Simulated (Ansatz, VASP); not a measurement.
# GaSiMo (GaSiMo in the AlB2 type) in two plane-wave programs, part 2 of 2

Aim: how closely do two programs agree when they are given the same cell, functional and k mesh? The cell is generated by rule, not measured, and may not be a known phase. Of the first pair: The two relaxations start from unlike cells of this crystal (the structure described is Ansatz's start), so only their ends are compared.

VASP 6.6.1 and Ansatz 0.2.0.

So far: The starting structure; Ansatz: relaxation of cell and atoms, PBEsol.

### 3. VASP: relaxation of cell and atoms, PBEsol

Level of this step: PBEsol; plane waves and PAW (Mo_sv, Ga_d, Si); invented cell (VASP).

Its own start cell and the same functional, mesh and smearing now go to VASP, with its own data sets.

Lines of VASP's logs that name or quote its potential files are left out, and so is its time.

The input, INCAR:

```
SYSTEM = GaSiMo
PREC = Accurate
ENCUT = 500
EDIFF = 1E-07
NELM = 120
ISMEAR = 0
SIGMA = 0.1
LREAL = .FALSE.
ALGO = Normal
GGA = PS
NBANDS = 21
LASPH = .TRUE.
LORBIT = 11
LWAVE = .FALSE.
LCHARG = .FALSE.
ISIF = 3
IBRION = 2
NSW = 80
EDIFFG = -0.005
GGA_COMPAT = .FALSE.
NELMIN = 4
KPAR = 2
```

The input, POSCAR:

```
GaSiMo
1.0
    4.3091903906     -0.0000032507      0.0000000000
   -2.1545918735      3.7318690093      0.0000000000
    0.0000000000      0.0000000000      2.6457486110
Mo Ga Si
1 1 1
Direct
    0.0000000000      0.0000000000      0.0000000000
    0.3333333333      0.6666666667      0.5000000000
    0.6666666667      0.3333333333      0.5000000000
```

The input, KPOINTS:

```
Automatic mesh
0
Gamma
6 6 6
0 0 0
```

Potentials, in the order of the species: Mo_sv, Ga_d and Si (PBE family, release 64).

Run with:

```sh
$ mpirun -np 2 vasp_std
```

Numbers of over 12 decimals in the logs are rounded to 6 here.

Log:

```text
[banner, memory and clock lines left out]
running    2 mpi-ranks, on    1 nodes
 distrk:  each k-point on    1 cores,    2 groups
 distr:  one band on    1 cores,    1 groups

 POSCAR found type information on POSCAR MoGaSi
 POSCAR found :  3 types and       3 ions
|                                                                             |
|               ----> ADVICE to this user running VASP <----                  |
|                                                                             |
|     You enforced a specific xc type in the INCAR file but a different       |
|     [... a line on the potential file left out ...]
|     I HOPE YOU KNOW WHAT YOU ARE DOING!                                     |
|                                                                             |

 LDA part: xc-table for (Slater+PW92), standard interpolation
 POSCAR, INCAR and KPOINTS ok, starting setup
 FFT: planning ... GRIDC
 FFT: planning ... GRID_SOFT
 FFT: planning ... GRID
 WAVECAR not read
 entering main loop
       N       E                     dE             d eps       ncg     rms          rms(c)
DAV:   1     0.253500271649E+03    0.25350E+03   -0.14579E+04  1241   0.212E+03
DAV:   2    -0.320964410665E+01   -0.25671E+03   -0.24695E+03  1244   0.511E+02
DAV:   3    -0.211027596180E+02   -0.17893E+02   -0.17036E+02  1385   0.111E+02
DAV:   4    -0.215480511532E+02   -0.44529E+00   -0.43536E+00  1396   0.171E+01
DAV:   5    -0.215606625150E+02   -0.12611E-01   -0.12602E-01  1423   0.263E+00    0.167E+01
DAV:   6    -0.208980590625E+02    0.66260E+00   -0.37279E+00  1296   0.156E+01    0.416E+00
DAV:   7    -0.206808554612E+02    0.21720E+00   -0.79449E-01  1501   0.790E+00    0.384E+00
DAV:   8    -0.206316973708E+02    0.49158E-01   -0.11282E-01  1316   0.242E+00    0.490E-01
DAV:   9    -0.206298927792E+02    0.18046E-02   -0.49044E-03  1583   0.687E-01    0.189E-01
DAV:  10    -0.206295740652E+02    0.31871E-03   -0.74297E-04  1378   0.274E-01    0.546E-02
DAV:  11    -0.206295591054E+02    0.14960E-04   -0.80301E-05  1395   0.762E-02    0.292E-02
DAV:  12    -0.206295580582E+02    0.10472E-05   -0.10975E-05  1386   0.294E-02    0.351E-03
DAV:  13    -0.206295576423E+02    0.41596E-06   -0.64419E-07  1355   0.795E-03    0.223E-03
DAV:  14    -0.206295576546E+02   -0.12296E-07   -0.31105E-08   788   0.182E-03
   1 F= -.20629558E+02 E0= -.20624991E+02  d E =-.206296E+02
 curvature:   0.00 expect dE= 0.000E+00 dE for cont linesearch  0.000E+00
 trial: gam= 0.00000 g(F)=  0.143E-44 g(S)=  0.585E-04 ort = 0.000E+00 (trialstep = 0.100E+01)
 search vector abs. value=  0.585E-04
 bond charge predicted
       N       E                     dE             d eps       ncg     rms          rms(c)
DAV:   1    -0.206304280502E+02   -0.87041E-03   -0.15638E-02  1391   0.154E+00    0.241E-01
DAV:   2    -0.206297596546E+02    0.66840E-03   -0.29186E-03  1297   0.551E-01    0.779E-02
DAV:   3    -0.206296105817E+02    0.14907E-03   -0.29860E-04  1515   0.175E-01    0.389E-02
DAV:   4    -0.206295704894E+02    0.40092E-04   -0.62397E-05  1377   0.815E-02    0.179E-02
DAV:   5    -0.206295663344E+02    0.41550E-05   -0.42295E-06  1506   0.211E-02    0.879E-03
DAV:   6    -0.206295652882E+02    0.10461E-05   -0.68825E-07  1613   0.895E-03    0.912E-04
DAV:   7    -0.206295653474E+02   -0.59121E-07   -0.57507E-08   708   0.228E-03
   2 F= -.20629565E+02 E0= -.20624932E+02  d E =-.769277E-05
 trial-energy change:   -0.000008  1 .order   -0.000010   -0.000059    0.000038
 step:   0.5678(harm=  0.6038)  dis= 0.00000  next Energy=   -20.629574 (dE=-0.162E-04)
 bond charge predicted
       N       E                     dE             d eps       ncg     rms          rms(c)
DAV:   1    -0.206297341898E+02   -0.16890E-03   -0.29208E-03  1396   0.663E-01    0.105E-01
DAV:   2    -0.206296076785E+02    0.12651E-03   -0.54550E-04  1277   0.239E-01    0.337E-02
DAV:   3    -0.206295802906E+02    0.27388E-04   -0.55607E-05  1510   0.755E-02    0.168E-02
DAV:   4    -0.206295736149E+02    0.66757E-05   -0.11551E-05  1367   0.351E-02    0.771E-03
DAV:   5    -0.206295735248E+02    0.90096E-07   -0.79011E-07  1464   0.911E-03
   3 F= -.20629574E+02 E0= -.20624971E+02  d E =-.158702E-04
 curvature:  -0.30 expect dE=-0.133E-05 dE for cont linesearch -0.562E-06
 trial: gam=-0.10325 g(F)=  0.157E-43 g(S)=  0.444E-05 ort = 0.105E-04 (trialstep = 0.914E+00)
 search vector abs. value=  0.290E-05
 reached required accuracy - stopping structural energy minimisation
```

OUTCAR, selected parts (step 3):

```text
ion  position               nearest neighbor table
   1  0.000  0.000  0.000-   2 2.82   2 2.82   3 2.82   3 2.82   2 2.82   3 2.82   2 2.82   3 2.82
                             3 2.82   3 2.82   2 2.82   2 2.82
   2  0.333  0.667  0.500-   3 2.49   3 2.49   3 2.49   1 2.82   1 2.82   1 2.82   1 2.82   1 2.82
                             1 2.82
   3  0.667  0.333  0.500-   2 2.49   2 2.49   2 2.49   1 2.82   1 2.82   1 2.82   1 2.82   1 2.82
                             1 2.82

  LATTYP: Found a hexagonal cell.
 ALAT       =     4.3091903906
 C/A-ratio  =     0.6139781191

 Subroutine GETGRP returns: Found 12 space group operations
 (whereof 12 operations were pure point group operations)

The static configuration has the point symmetry D_3h.

 Found     28 irreducible k-points:

   k-points           NKPTS =     28   k-points in BZ     NKDIM =     28   number of bands    NBANDS=     21

   dimension x,y,z NGX =    32 NGY =   32 NGZ =   20
   dimension x,y,z NGXF=    64 NGYF=   64 NGZF=   40

   ENCUT  =  500.0 eV  36.75 Ry    6.06 a.u.   7.86  7.86  4.82*2*pi/ulx,y,z

   NELECT =      31.0000    total number of electrons

 k-points in reciprocal lattice and weights: Automatic mesh
   0.00000000  0.00000000  0.00000000       0.005
   0.16666667  0.00000000  0.00000000       0.028
   0.33333333  0.00000000  0.00000000       0.028
   0.50000000  0.00000000  0.00000000       0.014
   0.16666667  0.16666667  0.00000000       0.028
   0.33333333  0.16666667  0.00000000       0.056
   0.33333333  0.33333333  0.00000000       0.009
   0.00000000  0.00000000  0.16666667       0.009
   0.16666667  0.00000000  0.16666667       0.056
[...]
0.33333333  0.16666667  0.50000000       0.056
   0.33333333  0.33333333  0.50000000       0.009

 average (electrostatic) potential at core
       1 -70.3817       2 -59.4729       3 -78.8431

 E-fermi :  11.0477

 k-point     1 :       0.0000    0.0000    0.0000
  band No.  band energies     occupation
    ...
     10      -2.0021      2.00000
     11       5.6071      2.00000
     12       5.6071      2.00000
     13       7.0673      2.00000
     14       7.5458      2.00000
     15      11.2348      0.00815
     16      11.2348      0.00815
     17      12.7342      0.00000
     18      12.7342      0.00000
     19      14.8250      0.00000
    ...

 k-point     2 :       0.1667    0.0000    0.0000
  band No.  band energies     occupation
    ...
     12       5.7638      2.00000
     13       7.1772      2.00000
     14       9.1010      2.00000
     15      10.2536      2.00000
     16      10.6990      2.00000
     17      12.5874      0.00000
     18      12.7185      0.00000
     19      15.4187      0.00000
     20      15.5246      0.00000
     21      17.9212      0.00000

 k-point     3 :       0.3333    0.0000    0.0000
  band No.  band energies     occupation
    ...
     11       2.4253      2.00000
     12       6.1456      2.00000
     13       6.7794      2.00000
     14       8.9311      2.00000
     15       9.7797      2.00000
     16      12.0168      0.00000
     17      12.3424      0.00000
     18      12.6875      0.00000
     19      15.8731      0.00000
     20      16.9903      0.00000
    ...

  Total        0.0076057      0.0076057     -0.0126585      0.0000000      0.0000000      0.0000000
  in kB        0.2861816      0.2861815     -0.4763065      0.0000000      0.0000000      0.0000000
  external PRESSURE =       0.0320189 kB  Pullay stress =       0.0000000 kB

  energy-cutoff  :      500.00
  volume of cell :       42.58
      direct lattice vectors                 reciprocal lattice vectors
     4.310869092 -0.000003252  0.000000000     0.231971886  0.133928801 -0.000000000
    -2.155431223  3.733322806 -0.000000000     0.000000202  0.267858015 -0.000000000
     0.000000000  0.000000000  2.645743192    -0.000000000  0.000000000  0.377965633

 POSITION                                       TOTAL-FORCE (eV/Angst)
 -----------------------------------------------------------------------------------
     -0.00000      0.00000      2.64574        -0.000000      0.000000      0.000000
      0.00000      2.48888      1.32287        -0.000000     -0.000000      0.000000
      2.15544      1.24444      1.32287         0.000000      0.000000     -0.000000
 -----------------------------------------------------------------------------------
    total drift:                                0.000002      0.000007     -0.000000

  FREE ENERGIE OF THE ION-ELECTRON SYSTEM (eV)
  ---------------------------------------------------
  free  energy   TOTEN  =       -20.6295735248 eV

  energy  without entropy=      -20.6203689506  energy(sigma->0) =      -20.62497124

 reached required accuracy - stopping structural energy minimisation

 total charge
# of ion       s       p       d       tot
------------------------------------------
    1        2.285   6.147   4.095  12.527
    2        0.894   0.916  10.041  11.851
    3        0.749   0.827   0.000   1.576
--------------------------------------------------
tot          3.928   7.891  14.135  25.953

[... 3 further parts left out ...]
```

CONTCAR:

```
GaSiMo
   1.00000000000000
     4.3108690916574890   -0.0000032517384639    0.0000000000000000
    -2.1554312225373371    3.7333228064536992   -0.0000000000000000
     0.0000000000000000    0.0000000000000000    2.6457431919968690
  Mo              Ga              Si
     1     1     1
Direct
     0.0000000000000000    0.0000000000000000    1.0000000000000000
     0.3333333332999970    0.6666666667000030    0.5000000000000000
     0.6666666667000030    0.3333333332999970    0.5000000000000000
```

The k-mesh is coarse for a metal. The run keeps the 12 symmetry operations of its start, so it cannot find a distortion of lower symmetry.

### 4. Comparison

Known differences besides the potentials themselves: the cutoff is 420 eV in Ansatz and 500 eV in VASP; Ansatz makes its cores anew for this functional, VASP keeps those of its PBE data sets; Ansatz adds a Pulay correction to the stress that steers its cell, VASP none. Total energies have different zeros and are not compared.

Compared:

| quantity | Ansatz | VASP | difference |
| --- | --- | --- | --- |
| volume (Å³) | 42.47 | 42.58 | -0.25 % |
| edge a after relaxation, in the typed setting (Å) | 4.306 | 4.311 | -0.11 % |
| edge c after relaxation, in the typed setting (Å) | 2.645 | 2.646 | -0.04 % |

### 5. Ansatz: zone-centre phonons, PBEsol

Second derivatives magnify differences that forces hide, and they need a tight electronic threshold.

The cell is taken from a series of runs on this material, whose earlier steps may have relaxed, scaled, displaced or heated it; both programs get it as it stands.

The input, input.yaml:

```yaml
crystal:
  lattice:
    - [4.3388802443, -3.1865e-06, 0.0]
    - [-2.1694373626, 3.7575821087, 0.0]
    - [0.0, 0.0, 2.6147047576]
  atoms:
    - { symbol: Mo, position: [0.0, 0.0, 0.0] }
    - { symbol: Ga, position: [0.3333333333, 0.6666666667, 0.5] }
    - { symbol: Si, position: [0.6666666667, 0.3333333333, 0.5] }
kpoints:
  mp_grid: { grid: [4, 4, 6] }
hamiltonian:
  xc: pbesol
  pseudopotentials: { kind: paw, azcp: { folder: soft_1 }, xc_functional: pbe }
scf:
  occupations: { method: methfessel_paxton, width: 0.2 }
output:
  eigenvalues: true
phonons:
  method: dfpt
  qmesh: [2, 2, 2]
  temperatures: { t_max: 1000, t_step: 50 }
  qpath:
    path:
      - [[0.0, 0.0, 0.0], [0.5, 0.0, 0.0], [0.33333333, 0.33333333, 0.0], [0.0, 0.0, 0.0], [0.0, 0.0, 0.5], [0.5, 0.0, 0.5], [0.33333333, 0.33333333, 0.5], [0.0, 0.0, 0.5]]
      - [[0.5, 0.0, 0.5], [0.5, 0.0, 0.0]]
      - [[0.33333333, 0.33333333, 0.5], [0.33333333, 0.33333333, 0.0]]
    npoints: 10
```

Run with:

```sh
$ ansatz run input.yaml --threads 4 --pin off --max-ram 12288MiB --backend cpu --events-out ev --progress --plain --runs-dir out
```

Log:

```text
[...]
Crystal: 3 atoms, lattice volume = 42.629 Å³
Basis set: ecut = 420 eV, 855 PW (Γ), exchange–correlation on 60×60×36 points (8 copies of the dense FFT grid, shifted against one another)
Bands: 20, of which v1, the nominal top of the filled ones, is band 16 counted from 1 (15 counted from 0)
Symmetry: 12 space group operations
k-points: 16 of 96 (time reversal used)
[...]
largest difference from the sums on the solved wave vectors: F 7.40e-2 eV, S 1.05e-4 and C_V 3.22e-5 eV/K
  zero-point energy: 0.080679 eV/cell   skipped modes (ω ≤ 0): 741, of them read as no rigid motion or as one in doubt: 738 (1.889e0 modes/cell left out, lowest -196.48 cm⁻¹)   left out of the sums: 2.10e-1 of the cell's modes: C_V's classical limit lies that fraction below 3 k_B per atom; for a crystal, a wire or a layer, F and S can be off by more, and a phonons.interpolated_qmesh denser along its periods is the remedy for the sampling
[key lines of the parts left out:]
SCF converged after 11 iterations
Free energy (F): -9261.950651 eV
Fermi energy:    16.111303 eV
```

### 6. VASP: zone-centre phonons, PBEsol

The same cell, functional, mesh and smearing now go to VASP, with its own data sets.

The input, INCAR:

```
SYSTEM = GaSiMo
PREC = Accurate
ENCUT = 500
EDIFF = 1E-08
NELM = 120
ISMEAR = 1
SIGMA = 0.2
LREAL = .FALSE.
ALGO = Normal
GGA = PS
NBANDS = 21
LASPH = .TRUE.
LORBIT = 11
LWAVE = .FALSE.
LCHARG = .FALSE.
ISIF = 2
IBRION = 8
GGA_COMPAT = .FALSE.
KPAR = 2
```

The input, POSCAR:

```
GaSiMo
1.0
    4.3388802443     -0.0000031865      0.0000000000
   -2.1694373626      3.7575821087      0.0000000000
    0.0000000000      0.0000000000      2.6147047576
Mo Ga Si
1 1 1
Direct
    0.0000000000      0.0000000000      0.0000000000
    0.3333333333      0.6666666667      0.5000000000
    0.6666666667      0.3333333333      0.5000000000
```

The input, KPOINTS:

```
Automatic mesh
0
Gamma
4 4 6
0 0 0
```

Run with:

```sh
$ mpirun -np 2 vasp_std
```

Log:

```text
[banner, memory and clock lines left out]
running    2 mpi-ranks, on    1 nodes
[...]
[... a notice as in an earlier step ...]

 LDA part: xc-table for (Slater+PW92), standard interpolation
 POSCAR, INCAR and KPOINTS ok, starting setup
[...]
entering main loop
       N       E                     dE             d eps       ncg     rms          rms(c)
DAV:   1     0.240836866978E+03    0.24084E+03   -0.14833E+04   712   0.216E+03
DAV:   2    -0.405745491449E+01   -0.24489E+03   -0.23425E+03   717   0.495E+02
DAV:   3    -0.211714770189E+02   -0.17114E+02   -0.16383E+02   805   0.107E+02
DAV:   4    -0.215811601624E+02   -0.40968E+00   -0.40739E+00   782   0.167E+01
[...]
DAV:  14    -0.206244524297E+02    0.31203E-07   -0.27987E-08   720   0.151E-03    0.840E-04
DAV:  15    -0.206244523960E+02    0.33604E-07   -0.46162E-09   426   0.595E-04    0.126E-04
DAV:  16    -0.206244523919E+02    0.41937E-08   -0.79733E-10   396   0.267E-04
   1 F= -.20624452E+02 E0= -.20617345E+02  d E =-.213237E-01
[...]
RMM:  10    -0.233834402642E-01   -0.50617E-07   -0.17638E-08  3602   0.893E-05    0.930E-06
RMM:  11    -0.233834292511E-01    0.11013E-07   -0.21700E-08  3571   0.381E-05    0.327E-06
RMM:  12    -0.233834262283E-01    0.30228E-08   -0.26418E-08  3495   0.195E-05    0.125E-06
 first order change of Fermi-energy   0.44877E-03
 force on displaced ion       3 direction 1 :  -5.494   0.014   0.000
 Linear response progress:
  Degree of freedom:   6/  6
       N       E                     dE             d eps       ncg     rms          rms(c)
RMM:   1    -0.965458879185E-02   -0.96546E-02   -0.70422E-03  1617   0.455E-01
RMM:   2    -0.918438116379E-02    0.47021E-03   -0.38045E-04  1386   0.112E-01    0.446E-02
RMM:   3    -0.915591111387E-02    0.28470E-04   -0.37004E-05  1454   0.363E-02    0.263E-02
RMM:   4    -0.917053892053E-02   -0.14628E-04   -0.21175E-05  1489   0.275E-02    0.345E-03
[...]
RMM:   9    -0.916608349397E-02    0.24252E-07   -0.14197E-09  1574   0.128E-04    0.330E-05
RMM:  10    -0.916611322616E-02   -0.29732E-07   -0.10713E-09  1505   0.436E-05    0.428E-06
RMM:  11    -0.916610586102E-02    0.73651E-08   -0.13134E-09  1570   0.186E-05    0.121E-06
 first order change of Fermi-energy  -0.90402E-04
 force on displaced ion       3 direction 3 :  -0.000   0.000  -0.168
 Linear response finished
```

From OUTCAR (step 6):

```text
  Total        0.5769472      0.5769472     -0.3147142     -0.0000000      0.0000000      0.0000000
  in kB       21.6839302     21.6839302    -11.8281915     -0.0000000      0.0000000      0.0000000
  external PRESSURE =      10.5132230 kB  Pullay stress =       0.0000000 kB

 POSITION                                       TOTAL-FORCE (eV/Angst)
 -----------------------------------------------------------------------------------
      0.00000      0.00000      0.00000         0.000000      0.000000      0.000000
      0.00000      2.50505      1.30735        -0.000000     -0.000000      0.000000
      2.16944      1.25253      1.30735         0.000000      0.000000      0.000000
 -----------------------------------------------------------------------------------
    total drift:                               -0.000002      0.000001     -0.000000

[... 2 further parts left out ...]
```

### 7. Side by side

What differs besides the data sets and the points named for the pairs above, as far as they apply: VASP's run holds the zone centre alone. Total energies have different zeros and are not compared.

Compared:

| quantity | Ansatz | VASP | difference |
| --- | --- | --- | --- |
| optical mode 1 (cm⁻¹) | 32.4 | 33.4 | -1.0 |
| optical mode 2 (cm⁻¹) | 92.1 | 91.8 | +0.34 % |
| optical mode 3 to 4 (cm⁻¹) | 118.6 | 119.8 | -0.99 % |
| optical mode 5 to 6 (cm⁻¹) | 284.4 | 285.2 | -0.29 % |

Modes are paired by rising frequency, not by their patterns, so a pair may set unlike modes beside each other; they are those without the splitting of longitudinal modes.

### 8. Results

```
difference in volume (relaxation of cell and atoms, PBEsol)                                                          : -0.25 %
r.m.s. difference of the optical zone-centre modes, each program's sorted by frequency (zone-centre phonons, PBEsol) : 0.94 cm⁻¹
difference in optical mode 3 to 4 (zone-centre phonons, PBEsol)                                                      : -1.0 %
```

In words: The difference in volume is -0.25 % (relaxation of cell and atoms, PBEsol), within the 1.2 % picked in this series as the mark of a large difference, as far as the stopping tolerances let one tell. Among the rows given in per cent, the largest difference of the zone-centre phonons, PBEsol pair is in optical mode 3 to 4, -1.0 %. Such differences can come from data sets, numerical settings and the points named under the comparisons, not from the functional's error against experiment.

[Lines on the potential files, build, host, timing and source positions are cut from VASP's logs without a mark.]

[Logs are printed without paths, hosts, clocks, repeated set-up lines and the standing remarks that a program may print on its own settings, such as how far it seeks lower states.]

[Hosts, paths, dates, database ids (printed as entryN), source tags and the programs' standing remarks are cut or masked in the printed files.]
